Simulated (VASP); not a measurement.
# Lattice vibrations of Pt, part 3 of 3

How does the lattice of Pt vibrate? The start is a cell from a database of measured crystal structures.

VASP 6.6.1; PBEsol; plane waves and PAW (Pt).

So far. Step 2 (Relax the host): The run ended after 3 ionic steps, 0.001 eV below its first step, once forces and stress met EDIFFG = -0.02. Step 3 (Tight relaxation): The run ended after 3 ionic steps, 0.000 eV below its first step, once forces and stress met EDIFFG = -0.002.

## (4) Force constants in the supercell (continued)

Parts of OUTCAR (step 4):

```text
  LATTYP: Found a face centered cubic cell.
 ALAT       =    11.7371864520

The static configuration has the point symmetry O_h .

 Found     10 irreducible k-points:

   k-points           NKPTS =     10   k-points in BZ     NKDIM =     10   number of bands    NBANDS=    162

   dimension x,y,z NGX =    54 NGY =   54 NGZ =   54
   dimension x,y,z NGXF=   108 NGYF=  108 NGZF=  108

   ENCUT  =  350.0 eV  25.72 Ry    5.07 a.u.  12.66 12.66 12.66*2*pi/ulx,y,z

   NELECT =     270.0000    total number of electrons

 E-fermi :  11.2550

 k-point     1 :       0.0000    0.0000    0.0000
  band No.  band energies     occupation
    ...
    146      10.8101      2.00725
    147      10.8101      2.00725
    148      10.8101      2.00726
    149      10.8101      2.00726
    150      10.8129      2.00765
    151      15.5379      0.00000
    152      15.5379      0.00000
    153      15.5420      0.00000
    154      15.5446      0.00000
    155      15.5450      0.00000
    ...

 k-point     2 :       0.2000    0.0000    0.0000
  band No.  band energies     occupation
    ...
    143      11.1709      1.64684
    144      11.1714      1.64320
    145      11.2071      1.39269
    146      11.2097      1.37238
    147      11.2123      1.35240
    148      11.3380      0.35995
    149      11.3402      0.34626
    150      11.3425      0.33228
    151      14.5872     -0.00000
    152      14.5875     -0.00000
    ...

  energy-cutoff  :      350.00
  volume of cell :      404.23
      direct lattice vectors                 reciprocal lattice vectors
     0.000000000  5.868593226  5.868593226    -0.085199294  0.085199294  0.085199294
     5.868593226  0.000000000  5.868593226     0.085199294 -0.085199294  0.085199294
     5.868593226  5.868593226  0.000000000     0.085199294  0.085199294 -0.085199294

 POSITION                                       TOTAL-FORCE (eV/Angst)
 -----------------------------------------------------------------------------------
     -0.01500      0.00000      0.00000         0.185504      0.000000     -0.000000
      1.95620      1.95620      0.00000        -0.023059     -0.026343     -0.000000
      3.91240      3.91240      0.00000        -0.024266     -0.027861     -0.000000
      1.95620      0.00000      1.95620        -0.023059      0.000000     -0.026343
      3.91240      1.95620      1.95620        -0.001115     -0.000589     -0.000589
      5.86859      3.91240      1.95620         0.004545      0.000089     -0.000089
      3.91240      0.00000      3.91240        -0.024266      0.000000     -0.027861
      5.86859      1.95620      3.91240         0.004545     -0.000089      0.000089
      7.82479      3.91240      3.91240        -0.001146     -0.000622     -0.000622
      0.00000      1.95620      1.95620         0.004545     -0.000089     -0.000089
      1.95620      3.91240      1.95620        -0.001146     -0.000622      0.000622
      3.91240      5.86859      1.95620        -0.024266      0.000000      0.027861
      1.95620      1.95620      3.91240        -0.001146      0.000622     -0.000622
      3.91240      3.91240      3.91240        -0.001115      0.000589      0.000589
      5.86859      5.86859      3.91240         0.001324      0.000000     -0.000033
      3.91240      1.95620      5.86859        -0.024266      0.027861     -0.000000
      5.86859      3.91240      5.86859         0.001324     -0.000033     -0.000000
      7.82479      5.86859      5.86859        -0.005338      0.000000     -0.000000
      0.00000      3.91240      3.91240         0.004545      0.000089      0.000089
      1.95620      5.86859      3.91240        -0.023059      0.000000      0.026343
      3.91240      7.82479      3.91240        -0.001115     -0.000589      0.000589
      1.95620      3.91240      5.86859        -0.023059      0.026343     -0.000000
      3.91240      5.86859      5.86859        -0.005299      0.000000     -0.000000
      5.86859      7.82479      5.86859         0.001324      0.000033     -0.000000
      3.91240      3.91240      7.82479        -0.001115      0.000589     -0.000589
      5.86859      5.86859      7.82479         0.001324      0.000000      0.000033
      7.82479      7.82479      7.82479        -0.001146      0.000622      0.000622
 -----------------------------------------------------------------------------------
    total drift:                                0.000576     -0.000001     -0.000001

  FREE ENERGIE OF THE ION-ELECTRON SYSTEM (eV)
  ---------------------------------------------------
  free  energy   TOTEN  =      -187.9645232043 eV

  energy  without entropy=     -187.9469013957  energy(sigma->0) =     -187.95864927

 Eigenvectors and eigenvalues of the dynamical matrix
 ----------------------------------------------------

   1 f  =    5.117264 THz    32.152715 2PiTHz  170.693539 cm-1    21.163292 meV
             X         Y         Z           dx          dy          dz
      0.000000  0.000000  0.000000     0.157635   -0.041480    0.154094
      1.956198  1.956198  0.000000    -0.187196    0.009007    0.154094
      3.912395  3.912395  0.000000     0.029561    0.032474    0.154094
      1.956198  0.000000  1.956198    -0.187196   -0.041480    0.000000
      3.912395  1.956198  1.956198     0.029561    0.009007   -0.000000
[...]
5.868593  1.956198  3.912395     0.085915   -0.157491   -0.031972
      7.824791  3.912395  3.912395     0.035226   -0.076786   -0.031972
      0.000000  1.956198  1.956198     0.085915   -0.157491   -0.002650
      1.956198  3.912395  1.956198     0.035226   -0.076786   -0.002650
      3.912395  5.868593  1.956198    -0.121141    0.234278   -0.002650
      1.956198  1.956198  3.912395     0.035226   -0.157491   -0.031972
      3.912395  3.912395  3.912395    -0.121141   -0.076786   -0.031972
      5.868593  5.868593  3.912395     0.085915    0.234278   -0.031972
      3.912395  1.956198  5.868593    -0.121141   -0.157491    0.034622
      5.868593  3.912395  5.868593     0.085915   -0.076786    0.034622
      7.824791  5.868593  5.868593     0.035226    0.234278    0.034622
      0.000000  3.912395  3.912395     0.085915   -0.076786   -0.031972
      1.956198  5.868593  3.912395     0.035226    0.234278   -0.031972
      3.912395  7.824791  3.912395    -0.121141   -0.157491   -0.031972
      1.956198  3.912395  5.868593     0.035226   -0.076786    0.034622
      3.912395  5.868593  5.868593    -0.121141    0.234278    0.034622
      5.868593  7.824791  5.868593     0.085915   -0.157491    0.034622
      3.912395  3.912395  7.824791    -0.121141   -0.076786   -0.002650
      5.868593  5.868593  7.824791     0.085915    0.234278   -0.002650
      7.824791  7.824791  7.824791     0.035226   -0.157491   -0.002650

   3 f  =    5.117264 THz    32.152715 2PiTHz  170.693539 cm-1    21.163292 meV
             X         Y         Z           dx          dy          dz
      0.000000  0.000000  0.000000     0.083148   -0.097975    0.012464
      1.956198  1.956198  0.000000     0.039253   -0.115550    0.012464
      3.912395  3.912395  0.000000    -0.122401    0.213525    0.012464
      1.956198  0.000000  1.956198     0.039253   -0.097975   -0.103437
      3.912395  1.956198  1.956198    -0.122401   -0.115550   -0.103437
      5.868593  3.912395  1.956198     0.083148    0.213525   -0.103437
      3.912395  0.000000  3.912395    -0.122401   -0.097975    0.090973
      5.868593  1.956198  3.912395     0.083148   -0.115550    0.090973
      7.824791  3.912395  3.912395     0.039253    0.213525    0.090973
      0.000000  1.956198  1.956198     0.083148   -0.115550   -0.103437
      1.956198  3.912395  1.956198     0.039253    0.213525   -0.103437
      3.912395  5.868593  1.956198    -0.122401   -0.097975   -0.103437
      1.956198  1.956198  3.912395     0.039253   -0.115550    0.090973
      3.912395  3.912395  3.912395    -0.122401    0.213525    0.090973
      5.868593  5.868593  3.912395     0.083148   -0.097975    0.090973
      3.912395  1.956198  5.868593    -0.122401   -0.115550    0.012464
      5.868593  3.912395  5.868593     0.083148    0.213525    0.012464
      7.824791  5.868593  5.868593     0.039253   -0.097975    0.012464
      0.000000  3.912395  3.912395     0.083148    0.213525    0.090973
      1.956198  5.868593  3.912395     0.039253   -0.097975    0.090973
      3.912395  7.824791  3.912395    -0.122401   -0.115550    0.090973
      1.956198  3.912395  5.868593     0.039253    0.213525    0.012464
      3.912395  5.868593  5.868593    -0.122401   -0.097975    0.012464
      5.868593  7.824791  5.868593     0.083148   -0.115550    0.012464
      3.912395  3.912395  7.824791    -0.122401    0.213525   -0.103437
      5.868593  5.868593  7.824791     0.083148   -0.097975   -0.103437
      7.824791  7.824791  7.824791     0.039253   -0.115550   -0.103437

   4 f  =    5.117264 THz    32.152715 2PiTHz  170.693539 cm-1    21.163292 meV
             X         Y         Z           dx          dy          dz
      0.000000  0.000000  0.000000    -0.035070    0.037792    0.141644
      1.956198  1.956198  0.000000    -0.016500    0.049138    0.141644
      3.912395  3.912395  0.000000     0.051570   -0.086930    0.141644
      1.956198  0.000000  1.956198    -0.016500    0.037792   -0.251730
      3.912395  1.956198  1.956198     0.051570    0.049138   -0.251730
      5.868593  3.912395  1.956198    -0.035070   -0.086930   -0.251730
      3.912395  0.000000  3.912395     0.051570    0.037792    0.110086
      5.868593  1.956198  3.912395    -0.035070    0.049138    0.110086
      7.824791  3.912395  3.912395    -0.016500   -0.086930    0.110086
      0.000000  1.956198  1.956198    -0.035070    0.049138   -0.251730
      1.956198  3.912395  1.956198    -0.016500   -0.086930   -0.251730
      3.912395  5.868593  1.956198     0.051570    0.037792   -0.251730
      1.956198  1.956198  3.912395    -0.016500    0.049138    0.110086
      3.912395  3.912395  3.912395     0.051570   -0.086930    0.110086
      5.868593  5.868593  3.912395    -0.035070    0.037792    0.110086
      3.912395  1.956198  5.868593     0.051570    0.049138    0.141644
      5.868593  3.912395  5.868593    -0.035070   -0.086930    0.141644
      7.824791  5.868593  5.868593    -0.016500    0.037792    0.141644
      0.000000  3.912395  3.912395    -0.035070   -0.086930    0.110086
      1.956198  5.868593  3.912395    -0.016500    0.037792    0.110086
      3.912395  7.824791  3.912395     0.051570    0.049138    0.110086
      1.956198  3.912395  5.868593    -0.016500   -0.086930    0.141644
      3.912395  5.868593  5.868593     0.051570    0.037792    0.141644
      5.868593  7.824791  5.868593    -0.035070    0.049138    0.141644
    [... 2310 further lines ...]
      3.912395  3.912395  7.824791     0.152422   -0.106882   -0.048793
      5.868593  5.868593  7.824791     0.152422   -0.106882   -0.048793
      7.824791  7.824791  7.824791     0.152422   -0.106882   -0.048793

 ELASTIC MODULI CONTR FROM IONIC RELAXATION (kBar)
 Direction    XX          YY          ZZ          XY          YZ          ZX
 --------------------------------------------------------------------------------
 XX           0.0000      0.0000      0.0000      0.0000      0.0000      0.0000
 YY           0.0000      0.0000      0.0000      0.0000      0.0000      0.0000
 ZZ           0.0000      0.0000      0.0000      0.0000      0.0000      0.0000
 XY           0.0000      0.0000      0.0000      0.0000      0.0000      0.0000
 YZ           0.0000      0.0000      0.0000      0.0000      0.0000      0.0000
 ZX           0.0000      0.0000      0.0000      0.0000      0.0000      0.0000
 --------------------------------------------------------------------------------

[... 1 part as in an earlier step ...]

[... 7 further parts left out ...]
```

The last energy, forces, stress and levels in OUTCAR belong to the last displaced cell, not to the cell of POSCAR.

This step gave:

* electrons: 270
* lowest frequency: -6.85e-7 cm⁻¹
* highest frequency: 195.4 cm⁻¹
* dynamically stable: yes
* zero point energy: 23.40 meV/atom
* heat capacity 300: 24.14 J/K/mol of atoms
* entropy 300: 39.25 J/K/mol of atoms

No long-range dipole term. Phonon branches along the path, in cm⁻¹:

| point | branch 1 | branch 2 | branch 3 |
| --- | --- | --- | --- |
| Γ | 0 | 0 | 0 |
| 0.53 of the way | 92 | 92 | 150 |
| X | 124 | 124 | 191 |
| 0.47 of the way | 126 | 132 | 182 |
| W | 129 | 157 | 157 |
| 0.47 of the way | 123 | 151 | 167 |
| K | 115 | 151 | 171 |
| 0.53 of the way | 70 | 92 | 145 |
| Γ | 0 | 0 | 0 |
| 0.53 of the way | 67 | 67 | 147 |
| L | 87 | 87 | 195 |
| 0.53 of the way | 100 | 124 | 183 |
| U | 115 | 151 | 171 |
| 0.53 of the way | 123 | 151 | 167 |
| W | 129 | 157 | 157 |
| 0.47 of the way | 106 | 131 | 179 |
| L | 87 | 87 | 195 |
| 0.53 of the way | 100 | 124 | 183 |
| K | 115 | 151 | 171 |
| jump to U | 115 | 151 | 171 |
| 0.47 of the way | 121 | 133 | 185 |
| X | 124 | 124 | 191 |

The phonon branches as a text plot (rows in cm⁻¹):

```
    191 |       ***                      ***          *****     *
    183 |          *                    *   *        *     *   *
    175 |      *    *                        * *    *       * *
    167 |            * ******          *      * ** *         *
    159 |     *       *  **  *                    *
    151 |    *       ****             *       **** *         *
    143 |           *                               *       * *
    134 |                  *  *              *                 *
    126 |        *******    *                    *** *     *    *
    118 |   *   *       *      *     *      *  **   *         **
    110 |      *         **                   *       *     **
    102 |     *              *             ***       *    **
     94 |    *             **              *          ** **
     86 |  *                        *   ***             **
     77 |                    ** *      *
     69 | * *                  *      *
     61 |                     *
     53 |  *                   *     *
     45 |                       *  *
     37 | *                         *
     29 |                       **
     20 |*                         *
     12 |*                       *
      4 |                         *
         Γ       X    W  K        Γ      L     U  W     L   K|U X
```

Phonon density of states against frequency; read off at these points:

frequency (cm⁻¹), phonon density of states (states/cm⁻¹/cell) and a bar:
```
      5.0     0.0000 
     10.0     0.0001 
     15.0     0.0002 
     20.0     0.0005 
     25.0     0.0007 
     30.0     0.0011 #
     35.0     0.0016 #
     40.0     0.0021 #
     45.0     0.0028 ##
     50.0     0.0036 ##
     55.0     0.0046 ###
     60.0     0.0058 ####
     65.0     0.0073 #####
     70.0     0.0093 ######
     75.0     0.0118 ########
     80.0     0.0153 ##########
     85.0     0.0213 ##############
     90.0     0.0285 ###################
     95.0     0.0298 ####################
    100.0     0.0310 #####################
    105.0     0.0321 ######################
    110.0     0.0331 ######################
    115.0     0.0339 #######################
    120.0     0.0347 #######################
    123.4     0.0363 ########################
    125.0     0.0284 ###################
    130.0     0.0184 ############
    135.0     0.0179 ############
    140.0     0.0171 ###########
    145.0     0.0159 ###########
    150.0     0.0142 ##########
    155.0     0.0114 ########
    160.0     0.0081 #####
    165.0     0.0193 #############
    170.0     0.0387 ##########################
    175.0     0.0429 #############################
    176.7     0.0446 ##############################
    180.0     0.0284 ###################
    185.0     0.0175 ############
    190.0     0.0079 #####
    195.0     0.0013 #
    200.0     0.0000
```

The heat capacity at constant volume by temperature:

| temperature (K) | heat capacity at constant volume (J/K/mol of atoms) |
| --- | --- |
| 0 | 0 |
| 50 | 9.96 |
| 100 | 18.9 |
| 150 | 22.0 |
| 200 | 23.2 |
| 250 | 23.8 |
| 275 | 24.0 |
| 325 | 24.3 |
| 375 | 24.4 |
| 425 | 24.5 |
| 475 | 24.6 |
| 525 | 24.7 |
| 575 | 24.7 |
| 625 | 24.8 |
| 675 | 24.8 |
| 725 | 24.8 |
| 750 | 24.8 |
| 800 | 24.8 |
| 850 | 24.8 |
| 900 | 24.9 |
| 950 | 24.9 |
| 1000 | 24.9 |

Vibrational entropy against temperature:

| temperature (K) | vibrational entropy (J/K/mol of atoms) |
| --- | --- |
| 0 | 0 |
| 50 | 4.54 |
| 100 | 14.8 |
| 150 | 23.1 |
| 200 | 29.6 |
| 250 | 34.9 |
| 275 | 37.2 |
| 325 | 41.2 |
| 375 | 44.7 |
| 425 | 47.7 |
| 475 | 50.5 |
| 525 | 52.9 |
| 575 | 55.2 |
| 625 | 57.2 |
| 675 | 59.1 |
| 725 | 60.9 |
| 750 | 61.8 |
| 800 | 63.4 |
| 850 | 64.9 |
| 900 | 66.3 |
| 950 | 67.6 |
| 1000 | 68.9 |

## (5) Outcome

* highest frequency: 195 cm⁻¹
* lowest frequency: -6.8e-7 cm⁻¹
* zero point energy: 23.4 meV/atom
* heat capacity 300: 24.1 J/K/mol of atoms
* entropy 300: 39.2 J/K/mol of atoms

What this shows: The spectrum reaches 195 cm⁻¹, and its lowest point lies at 0 cm⁻¹. No mode is imaginary, so the structure is a local minimum as far as this supercell can tell. Frequencies between the wave vectors that fit the supercell are interpolated.

[Lines on the potential files, build, host, timing and source positions are cut from VASP's logs without a mark.]

[Logs are printed without paths, hosts, clocks, repeated set-up lines and the standing remarks that a program may print on its own settings, such as how far it seeks lower states.]

[Hosts, paths, dates, database ids (printed as entryN), source tags and the programs' standing remarks are cut or masked in the printed files.]

[Runs that stopped without an error message from VASP are left out.]
